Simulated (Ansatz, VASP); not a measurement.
## Si2W in two plane-wave programs

Wanted: the spread between two codes on one cell, functional and k mesh. The cell is taken from a series of runs on this material, whose earlier steps may have relaxed, scaled, displaced or heated it; both programs get it as it stands.

Calculated with Ansatz 0.2.0; plane waves, with VASP 6.6.1 beside it; zone-centre phonons at PBEsol.

## (1) Set-up

The structure is tetragonal, space group I4/mmm (No. 139). Conventional cell: a = 3.214 Å, b = 3.214 Å, c = 7.660 Å, α = 90.00°, β = 90.00°, γ = 90.00°. Nearest to Si lie 5 Si at 2.54 to 2.61 Å and 5 W at 2.56 to 2.60 Å. Nearest to W lie 10 Si at 2.56 to 2.60 Å. Farther neighbours are not listed.

## (2) Ansatz: zone-centre phonons, PBEsol

Ansatz runs on its PAW soft_1 files.

Second derivatives magnify differences that forces hide, and they need a tight electronic threshold.

The input, input.yaml:

```yaml
crystal:
  lattice:
    - [-1.6071911619, 1.6071911619, 3.8297991691]
    - [1.6071911619, -1.6071911619, 3.8297991691]
    - [1.6071911619, 1.6071911619, -3.8297991691]
  atoms:
    - { symbol: Si, position: [0.3343280644, 0.3343280644, 0.0] }
    - { symbol: Si, position: [0.6656719356, 0.6656719356, 0.0] }
    - { symbol: W, position: [0.0, 0.0, 0.0] }
kpoints:
  mp_grid: { grid: [20, 20, 20] }
hamiltonian:
  xc: pbesol
  pseudopotentials: { kind: paw, azcp: { folder: soft_1 }, xc_functional: pbe }
scf:
  occupations: { method: methfessel_paxton, width: 0.2 }
output:
  eigenvalues: true
phonons:
  method: dfpt
```

Command:

```bash
> ansatz run input.yaml --threads 4 --pin off --max-ram 10240MiB --backend cpu --events-out ev --progress --plain --runs-dir out
```

Numbers of over 12 decimals in the logs are rounded to 6 here.

The log of the run:

```text
zone centre: on kpoints.mp_grid the ground state, and the responses unless they are solved on pairs of k-points, stand on 1166 of the mesh's 8000 k-points, reduced under 4 symmetry operations, with k and −k counted as one. Each operation leaves every solved displacement unchanged or reverses it
Engine: ansatz 0.2.0, aarch64-unknown-linux-gnu
Pseudopotentials: kind: paw
Pseudopotential: Si, paw, valence charge 4, recommended cutoff 420 eV (normal), soft_1/Si.paw.azcp
Pseudopotential: W, paw, valence charge 14, recommended cutoff 420 eV (normal), soft_1/W.paw.azcp
Functional definition: PBEsol
  exchange = pbesol_x
  correlation = pbesol_c
Crystal: 3 atoms, lattice volume = 39.570 Å³
Basis set: ecut = 420 eV, 777 PW (Γ), exchange–correlation on 60×60×60 points (8 copies of the dense FFT grid, shifted against one another)
Bands: 15, of which v1, the nominal top of the filled ones, is band 11 counted from 1 (10 counted from 0)
Symmetry: 16 space group operations
k-points: 1166 of 8000 (irreducible under 4 space group operations, time reversal used)
Non-local potential: Si, projectors of the file, l = 0: 2, l = 1: 2, l = 2: 1
Non-local potential: W, projectors of the file, l = 0: 3, l = 1: 2, l = 2: 2, l = 3: 1
PAW form: soft (Blöchl's): semilocal exchange-correlation on the pseudo side does not see the compensation charge
PAW frozen core: Si, regenerated for the run's functional, and the local potential with it (the file was generated under x = pbe(κ = 0.804, μ = 0.219515), c = pbe(β = 0.066725))
PAW frozen core: W, regenerated for the run's functional, and the local potential with it (the file was generated under x = pbe(κ = 0.804, μ = 0.219515), c = pbe(β = 0.066725))
PAW one-centre angular grid: Si, 110 points (default); XC on 64 Gauss nodes
PAW one-centre angular grid: W, 590 points (default); XC on 64 Gauss nodes
Initial density: superposition of atomic densities (chi_scale 0.1, normalization cell, long waves kept (reshape's long-wave potential 0.00 eV rms))
Initial wavefunctions: pseudopotential atomic-orbital guess
Functional: x = pbesol(κ = 0.804, μ = 0.123457), c = pbesol(β = 0.046)
SCF iter   1: F=—  HF=-11502.215052 eV  |F-HF|=—  |Δ(HF+E_count)|=         —  Δρ=5.03e-2  dr2=9.69e-1  ethr=3.10e-3  ⟨swp⟩=5.3  Hψ=102287  notcnv=0
preconditioner: auto → Kerker (q_TF=auto, 2.474 Å⁻¹)  [metal: Δε(μ)=0.003 eV  Ē_g=8.433 eV  σ=0.200 eV  W_gap=0.01  n_scr=10 (ndim 8)  ℏωp=22.1 eV  f_vac=0.000  D(μ)=0.21/eV (n_scr^D=0)]
SCF iter   2: F=—  HF=-11501.966343 eV  |F-HF|=—  |Δ(HF+E_count)|=   2.49e-1  S|Δr|=    0.00e0  Δρ=2.71e-2  dr2=2.22e-1  ethr=3.10e-3  ⟨swp⟩=2.1  Hψ=31888  notcnv=0
SCF iter   3: F=—  HF=-11501.887367 eV  |F-HF|=—  |Δ(HF+E_count)|=   7.90e-2  S|Δr|=    0.00e0  Δρ=6.34e-3  dr2=1.25e-2  ethr=1.01e-3  ⟨swp⟩=2.7  Hψ=31095  notcnv=0
SCF iter   4: F=—  HF=-11501.882799 eV  |F-HF|=—  |Δ(HF+E_count)|=   4.57e-3  S|Δr|=    0.00e0  Δρ=5.16e-4  dr2=5.94e-5  ethr=5.69e-5  ⟨swp⟩=2.7  Hψ=26857  notcnv=0
SCF iter   5: F=—  HF=-11501.882779 eV  |F-HF|=—  |Δ(HF+E_count)|=   1.97e-5  S|Δr|=    0.00e0  Δρ=6.14e-5  dr2=1.28e-6  ethr=2.70e-7  ⟨swp⟩=2.1  Hψ=25926  notcnv=0
SCF iter   6: F=—  HF=-11501.882781 eV  |F-HF|=—  |Δ(HF+E_count)|=   1.51e-6  S|Δr|=    0.00e0  Δρ=1.05e-5  dr2=4.37e-8  ethr=5.81e-9  ⟨swp⟩=2.6  Hψ=25746  notcnv=0
SCF iter   7: F=—  HF=-11501.882781 eV  |F-HF|=—  |Δ(HF+E_count)|=   6.80e-9  S|Δr|=    0.00e0  Δρ=1.75e-6  dr2=1.69e-9  ethr=1.99e-10  ⟨swp⟩=2.3  Hψ=25943  notcnv=0
SCF iter   8: F=—  HF=-11501.882781 eV  |F-HF|=—  |Δ(HF+E_count)|=  4.17e-10  S|Δr|=    0.00e0  Δρ=3.06e-7  dr2=4.27e-11  ethr=7.67e-12  ⟨swp⟩=2.3  Hψ=25745  notcnv=0
SCF iter   9: F=-11501.882781 eV  HF=-11501.882781 eV  |F-HF|=1.82e-12  |Δ(HF+E_count)|=  1.09e-11  S|Δr|=    0.00e0  Δρ=2.66e-8  dr2=2.33e-13  ethr=1.00e-12  ⟨swp⟩=5.3  Hψ=73552  notcnv=0
the search or the solves at the SCF's close seem to have found levels that the self-consistency loop had missed (the run counts 2). By its estimate they hold under 1e-12 electrons; where the run keeps them, the occupations were computed again with them
SCF 1 converged in 9 iterations: F = -11501.882781 eV  dr2 = 2.33e-13
  greatest PAW one-centre occupation: 0.999 electrons in one spin orbital (limit 2), on the W atom at site 2 (counted from 0), in its partial waves of l = 0
DFPT response loops at Γ: preconditioner auto → Kerker (q_TF=auto, 2.474 Å⁻¹) (partly filled bands, converged f_vac=0.000); β = 1.00, the filter's whole step (`scf.mixing.beta` (0.50) is not read by the response loops under this deck's `scf.mixing.preconditioner`; to damp them name `kerker` or `kerker_dos`, under which they read `scf.mixing.beta`, and type it under 1.00, their step now; both keys bind the ground state too); Broyden in place of MSR1
SCF converged after 9 iterations
Stability not checked: this state was not tested for a lower state beside it, because cold or Methfessel-Paxton smearing, or corrected tetrahedra, fill the levels in a way that the test cannot read (fill_not_monotonic; see scf.lower_state_search)
Free energy (F): -11501.882781 eV
Harris-Foulkes:  -11501.882781 eV  (|F-HF|=1.82e-12)
Internal energy: -11501.883854 eV  (E = F + TS)
E sigma→0 (E₀):  -11501.883049 eV
Entropy (-TS):   0.001073 eV (0.358 meV/atom)
Fermi energy:    16.880819 eV
--- Per-component energies (eV) ---
  E_band       = -76.159643
  E_kinetic    = 515.292505
  E_local      = -869.201727  (includes V_loc(G=0)·N_el)
  E_nonlocal   = 21.444448
  E_hartree    = 379.114550
  E_xc         = -383.469198
  E_vxc        = -334.311626  (∫ρ·V_xc dr)
  E_paw        = -9446.832142  (= ΣΔE_a)
  E_vpaw       = -167.612544  (= ΣTr[D̂ρ^β])
  E_aug_tail   = 0.000204  (compensation charges beyond the density's cutoff)
  E_ewald      = -1718.517475
  E_core_change = 0.284979  (= ΣΔE_core)
  E_smearing   = 0.001073  (= −TS)
  E_closure    = 0.000000  (closes the sum)
  Σ components = -11501.882781   (vs F -11501.882781, Δ=0.00e0)
--- Band table (eV; the first three rows and the last of 1166) ---
  k-point 0: bands = [... 7 lower, 13.5643, 13.9391, 13.9391, 17.4581, 19.7279, 19.7719, 19.9609, 19.9609]
  k-point 1: bands = [... 7 lower, 13.5588, 13.7257, 14.4349, 17.0259, 19.6134, 20.0274, 20.0370, 20.0405]
  k-point 2: bands = [... 7 lower, 13.1975, 13.6166, 15.0031, 16.0509, 19.4259, 20.2081, 20.2086, 20.6601]
  k-point 1165: bands = [... 7 lower, 14.2374, 15.9752, 15.9752, 16.4637, 16.4637, 17.6678, 21.9562, 22.2413]
--- Phonons (Γ-DFPT): 4 representative perturbations + reference, on 1166 of 8000 k-points (Σ response iterations 12) ---
  k mesh reduced under 4 symmetry operations, with k and −k counted as one. Each operation leaves every solved displacement unchanged or reverses it
  ASR residual: 1.022e-5 → 0.000e0 eV/Å²; symmetrization residual: 1.505e-6 eV/Å²
  ASR residual per site (eV/Å²): 1.02e-5 1.02e-5 7.34e-6
  Γ frequencies (cm⁻¹): 0.00 0.00 0.00 263.40 263.40 329.39 343.84 343.84 479.40
  non-analytic LO–TO correction: not included (Born effective charges unavailable; polar crystals: no LO–TO splitting at Γ)
```

Reading the cycles: dr2 is the Hartree energy of the density residual (eV), the measure of convergence; HF is the Harris–Foulkes estimate of the energy, which meets the free energy F at convergence.

[end of part 1 of 2]

[Lines on the potential files, build, host, timing and source positions are cut from VASP's logs without a mark.]

[Logs are printed without paths, hosts, clocks, repeated set-up lines and the standing remarks that a program may print on its own settings, such as how far it seeks lower states.]

[Hosts, paths, dates, database ids (printed as entryN), source tags and the programs' standing remarks are cut or masked in the printed files.]
